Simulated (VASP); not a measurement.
Here is the system:

```yaml
crystal:
  lattice:
    - [4.02490, 0.00000, 0.00000]
    - [-2.01245, 3.48567, 0.00000]
    - [0.00000, 0.00000, 3.86691]
  atoms:
    - { symbol: Y, position: [0.00000, 0.00000, 0.00000] }
    - { symbol: Si, position: [0.33333, 0.66667, 0.50000] }
    - { symbol: Si, position: [0.66667, 0.33333, 0.50000] }
```

Computed with LDA (Ceperley-Alder, Perdew-Zunger), VASP's LDA PAW potentials (set 64) (plane waves; VASP). Numerical set-up: 400 eV cut-off, 10×10×9 Γ-centred mesh, tetrahedra with Blöchl corrections, potentials Y_sv Si.

The cores are frozen, which limits the accuracy of field gradients.

Task: Give the principal components of the electric field gradient (V/Å²) and the asymmetry η at each nucleus.

Result: 
```csv
atom,Vxx,Vyy,Vzz,η
Y1,12.4,12.4,-24.9,0.00
Si2,6.6,6.6,-13.2,0.00
Si3,6.6,6.6,-13.2,0.00
```

The structure comes from a computed database's YSi2 entry (P6/mmm); how it stands against other phases isn't given here. It was relaxed first, which changed the volume by -5 %.
